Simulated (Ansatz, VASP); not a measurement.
# LuBi2ClO4: VASP beside Ansatz, part 2 of 3

Aim: how closely do two programs agree when they are given the same cell, functional and k mesh? The cell is taken from a series of runs on this material, whose earlier steps may have relaxed, scaled, displaced or heated it; both programs get it as it stands.

VASP 6.6.1 and Ansatz 0.2.0.

So far: The starting structure; VASP: zone-centre phonons, PBEsol.

## 2. VASP: zone-centre phonons, PBEsol (continued)

Level of this step: PBEsol, 4f electrons in the core; plane waves and PAW (Lu_3, Bi_d, Cl, O) (VASP).

Parts of OUTCAR (step 2):

```text
ion  position               nearest neighbor table
   1  0.000  0.000  0.000-   5 2.33   6 2.33   7 2.33   8 2.33   6 2.33   8 2.33   5 2.33   7 2.33
                             2 3.66   3 3.66   2 3.66   3 3.66   2 3.66   3 3.66   2 3.66   3 3.66
   2  0.500  0.500  0.720-   5 2.22   6 2.22   5 2.22   6 2.22   1 3.66   1 3.66   1 3.66   1 3.66
                             3 3.87
   3  0.500  0.500  0.280-   7 2.22   8 2.22   7 2.22   8 2.22   1 3.66   1 3.66   1 3.66   1 3.66
                             2 3.87
   4  0.000  0.000  0.500-
   5  0.500  0.000  0.848-   2 2.22   2 2.22   1 2.33   1 2.33
   6  0.000  0.500  0.848-   2 2.22   2 2.22   1 2.33   1 2.33
   7  0.500  0.000  0.152-   3 2.22   3 2.22   1 2.33   1 2.33
   8  0.000  0.500  0.152-   3 2.22   3 2.22   1 2.33   1 2.33

  LATTYP: Found a simple tetragonal cell.
 ALAT       =     3.8173444760
 C/A-ratio  =     2.3081044785

 Subroutine GETGRP returns: Found 16 space group operations
 (whereof 16 operations were pure point group operations)

The static configuration has the point symmetry D_4h.

 Found     45 irreducible k-points:

   k-points           NKPTS =     45   k-points in BZ     NKDIM =     45   number of bands    NBANDS=     43

   dimension x,y,z NGX =    30 NGY =   30 NGZ =   70
   dimension x,y,z NGXF=    60 NGYF=   60 NGZF=  140

   ENCUT  =  600.0 eV  44.10 Ry    6.64 a.u.   7.62  7.62 17.60*2*pi/ulx,y,z

   NELECT =      70.0000    total number of electrons

 k-points in reciprocal lattice and weights: Automatic mesh
   0.00000000  0.00000000  0.00000000       0.004
   0.12500000  0.00000000  0.00000000       0.016
   0.25000000  0.00000000  0.00000000       0.016
   0.37500000  0.00000000  0.00000000       0.016
   0.50000000  0.00000000  0.00000000       0.008
   0.12500000  0.12500000  0.00000000       0.016
   0.25000000  0.12500000  0.00000000       0.031
   0.37500000  0.12500000  0.00000000       0.031
   0.50000000  0.12500000  0.00000000       0.016
[...]
0.50000000  0.37500000  0.50000000       0.016
   0.50000000  0.50000000  0.50000000       0.004

 average (electrostatic) potential at core
       1 -27.9975       2-105.0532       3-105.0532       4 -89.9331       5 -69.0791
       6 -69.0791       7 -69.0791       8 -69.0791

   1 f  =   16.282876 THz   102.308329 2PiTHz  543.138290 cm-1    67.340535 meV
             X         Y         Z           dx          dy          dz
      0.000000  0.000000  0.000000     0.000000    0.000000   -0.000000
      1.908672  1.908672  6.341841     0.000000   -0.000000    0.146087
      1.908672  1.908672  2.468989     0.000000   -0.000000   -0.146087
      0.000000  0.000000  4.405415     0.000000   -0.000000    0.000000
      1.908672  0.000000  7.474061     0.000000    0.000000   -0.489213
      0.000000  1.908672  7.474061    -0.000000    0.000000   -0.489213
      1.908672  0.000000  1.336769     0.000000    0.000000    0.489213
      0.000000  1.908672  1.336769    -0.000000   -0.000000    0.489213

   2 f  =   14.258504 THz    89.588826 2PiTHz  475.612515 cm-1    58.968410 meV
             X         Y         Z           dx          dy          dz
      0.000000  0.000000  0.000000     0.003101    0.004305   -0.000000
      1.908672  1.908672  6.341841     0.031477    0.043696    0.000000
      1.908672  1.908672  2.468989     0.031477    0.043696    0.000000
      0.000000  0.000000  4.405415     0.020678    0.028705   -0.000000
      1.908672  0.000000  7.474061     0.216298   -0.486511   -0.000000
      0.000000  1.908672  7.474061    -0.350466    0.300260   -0.000000
      1.908672  0.000000  1.336769     0.216298   -0.486511   -0.000000
      0.000000  1.908672  1.336769    -0.350466    0.300260   -0.000000

   3 f  =   14.258504 THz    89.588826 2PiTHz  475.612515 cm-1    58.968410 meV
             X         Y         Z           dx          dy          dz
      0.000000  0.000000  0.000000    -0.004305    0.003101   -0.000000
      1.908672  1.908672  6.341841    -0.043696    0.031477   -0.000000
      1.908672  1.908672  2.468989    -0.043696    0.031477    0.000000
      0.000000  0.000000  4.405415    -0.028705    0.020678    0.000000
      1.908672  0.000000  7.474061    -0.300260   -0.350466   -0.000000
      0.000000  1.908672  7.474061     0.486511    0.216298   -0.000000
      1.908672  0.000000  1.336769    -0.300260   -0.350466   -0.000000
      0.000000  1.908672  1.336769     0.486511    0.216298    0.000000

   4 f  =   14.056486 THz    88.319508 2PiTHz  468.873914 cm-1    58.132930 meV
             X         Y         Z           dx          dy          dz
      0.000000  0.000000  0.000000    -0.000000    0.000000   -0.000000
      1.908672  1.908672  6.341841     0.030317    0.036450   -0.000000
      1.908672  1.908672  2.468989    -0.030317   -0.036450   -0.000000
      0.000000  0.000000  4.405415     0.000000    0.000000   -0.000000
      1.908672  0.000000  7.474061     0.288845   -0.416670    0.000000
      0.000000  1.908672  7.474061    -0.346556    0.347283    0.000000
      1.908672  0.000000  1.336769    -0.288845    0.416670    0.000000
      0.000000  1.908672  1.336769     0.346556   -0.347283    0.000000

   5 f  =   14.056486 THz    88.319508 2PiTHz  468.873914 cm-1    58.132930 meV
             X         Y         Z           dx          dy          dz
      0.000000  0.000000  0.000000    -0.000000    0.000000    0.000000
      1.908672  1.908672  6.341841     0.036450   -0.030317    0.000000
      1.908672  1.908672  2.468989    -0.036450    0.030317   -0.000000
      0.000000  0.000000  4.405415    -0.000000    0.000000   -0.000000
      1.908672  0.000000  7.474061     0.347283    0.346556    0.000000
      0.000000  1.908672  7.474061    -0.416670   -0.288845   -0.000000
      1.908672  0.000000  1.336769    -0.347283   -0.346556   -0.000000
      0.000000  1.908672  1.336769     0.416670    0.288845    0.000000

   6 f  =   13.096085 THz    82.285127 2PiTHz  436.838363 cm-1    54.161030 meV
             X         Y         Z           dx          dy          dz
      0.000000  0.000000  0.000000    -0.000000   -0.000000    0.000000
      1.908672  1.908672  6.341841     0.000000    0.000000    0.000000
      1.908672  1.908672  2.468989     0.000000   -0.000000    0.000000
      0.000000  0.000000  4.405415     0.000000   -0.000000    0.000000
      1.908672  0.000000  7.474061    -0.000000   -0.000000    0.500000
      0.000000  1.908672  7.474061    -0.000000    0.000000   -0.500000
      1.908672  0.000000  1.336769     0.000000    0.000000   -0.500000
      0.000000  1.908672  1.336769    -0.000000   -0.000000    0.500000

   7 f  =   12.410912 THz    77.980061 2PiTHz  413.983468 cm-1    51.327385 meV
             X         Y         Z           dx          dy          dz
      0.000000  0.000000  0.000000     0.000000    0.000000   -0.142038
      1.908672  1.908672  6.341841     0.000000   -0.000000   -0.160347
      1.908672  1.908672  2.468989    -0.000000    0.000000   -0.160347
      0.000000  0.000000  4.405415     0.000000    0.000000   -0.177935
      1.908672  0.000000  7.474061     0.000000    0.000000    0.473482
      0.000000  1.908672  7.474061    -0.000000   -0.000000    0.473482
      1.908672  0.000000  1.336769     0.000000   -0.000000    0.473482
      0.000000  1.908672  1.336769    -0.000000    0.000000    0.473482

   8 f  =    9.212360 THz    57.882964 2PiTHz  307.291250 cm-1    38.099242 meV
             X         Y         Z           dx          dy          dz
      0.000000  0.000000  0.000000    -0.000000    0.000000   -0.000000
      1.908672  1.908672  6.341841     0.000000   -0.000000   -0.000000
      1.908672  1.908672  2.468989    -0.000000    0.000000   -0.000000
      0.000000  0.000000  4.405415     0.000000    0.000000   -0.000000
      1.908672  0.000000  7.474061    -0.000000    0.000000    0.500000
      0.000000  1.908672  7.474061    -0.000000    0.000000   -0.500000
      1.908672  0.000000  1.336769     0.000000   -0.000000    0.500000
      0.000000  1.908672  1.336769     0.000000   -0.000000   -0.500000

   9 f  =    8.442569 THz    53.046225 2PiTHz  281.613789 cm-1    34.915644 meV
             X         Y         Z           dx          dy          dz
      0.000000  0.000000  0.000000     0.000000   -0.000000    0.000000
      1.908672  1.908672  6.341841     0.006480    0.151681    0.000000
      1.908672  1.908672  2.468989    -0.006480   -0.151681   -0.000000
      0.000000  0.000000  4.405415     0.000000   -0.000000    0.000000
      1.908672  0.000000  7.474061    -0.022919   -0.433884    0.000000
      0.000000  1.908672  7.474061    -0.018536   -0.536495   -0.000000
      1.908672  0.000000  1.336769     0.022919    0.433884    0.000000
      0.000000  1.908672  1.336769     0.018536    0.536495   -0.000000

  10 f  =    8.442569 THz    53.046225 2PiTHz  281.613789 cm-1    34.915644 meV
             X         Y         Z           dx          dy          dz
      0.000000  0.000000  0.000000    -0.000000    0.000000    0.000000
      1.908672  1.908672  6.341841     0.151681   -0.006480   -0.000000
      1.908672  1.908672  2.468989    -0.151681    0.006480   -0.000000
      0.000000  0.000000  4.405415    -0.000000    0.000000    0.000000
      1.908672  0.000000  7.474061    -0.536495    0.018536   -0.000000
      0.000000  1.908672  7.474061    -0.433884    0.022919    0.000000
      1.908672  0.000000  1.336769     0.536495   -0.018536   -0.000000
      0.000000  1.908672  1.336769     0.433884   -0.022919    0.000000

  11 f  =    7.977100 THz    50.121600 2PiTHz  266.087426 cm-1    32.990621 meV
             X         Y         Z           dx          dy          dz
      0.000000  0.000000  0.000000     0.183639    0.048019   -0.000000
      1.908672  1.908672  6.341841     0.141725    0.037059    0.000000
      1.908672  1.908672  2.468989     0.141725    0.037059    0.000000
      0.000000  0.000000  4.405415     0.103876    0.027162   -0.000000
    [... 145 further lines ...]
      1.908672  0.000000  1.336769    -0.023682   -0.150217    0.000000
      0.000000  1.908672  1.336769    -0.023682   -0.150218    0.000000

 MACROSCOPIC STATIC DIELECTRIC TENSOR IONIC CONTRIBUTION
 ------------------------------------------------------
          20.936586     0.000000    -0.000000
           0.000000    20.936586    -0.000000
          -0.000000    -0.000000    12.980652
 ------------------------------------------------------

 ELASTIC MODULI CONTR FROM IONIC RELAXATION (kBar)
 Direction    XX          YY          ZZ          XY          YZ          ZX
 --------------------------------------------------------------------------------
 XX        -478.7881     57.3706   -386.6310      0.0000     -0.0000     -0.0000
 YY          57.3706   -478.7881   -386.6310      0.0000      0.0000     -0.0000
 ZZ        -386.6310   -386.6310   -968.2661      0.0000     -0.0000     -0.0000
 XY           0.0000      0.0000      0.0000      0.0000      0.0000      0.0000
 YZ          -0.0000      0.0000     -0.0000      0.0000   -322.8160      0.0000
 ZX          -0.0000     -0.0000     -0.0000      0.0000      0.0000   -399.3462
 --------------------------------------------------------------------------------

 PIEZOELECTRIC TENSOR IONIC CONTR  for field in x, y, z        (C/m^2)
          XX          YY          ZZ          XY          YZ          ZX
  --------------------------------------------------------------------------------
  x    -0.00000     0.00000     0.00000     0.00000    -0.00000     0.00000
  y    -0.00000    -0.00000    -0.00000     0.00000     0.00000    -0.00000
  z     0.00000     0.00000     0.00000     0.00000     0.00000    -0.00000
```

The data set Lu_3 holds the 4f electrons frozen in the core, so no f bands or f moments appear. The dielectric response converges more slowly with the mesh than energies do, so tensor and charges may still move on a finer one.

[end of part 2 of 3]

[Lines on the potential files, build, host, timing and source positions are cut from VASP's logs without a mark.]

[Logs are printed without paths, hosts, clocks, repeated set-up lines and the standing remarks that a program may print on its own settings, such as how far it seeks lower states.]

[Hosts, paths, dates, database ids (printed as entryN), source tags and the programs' standing remarks are cut or masked in the printed files.]
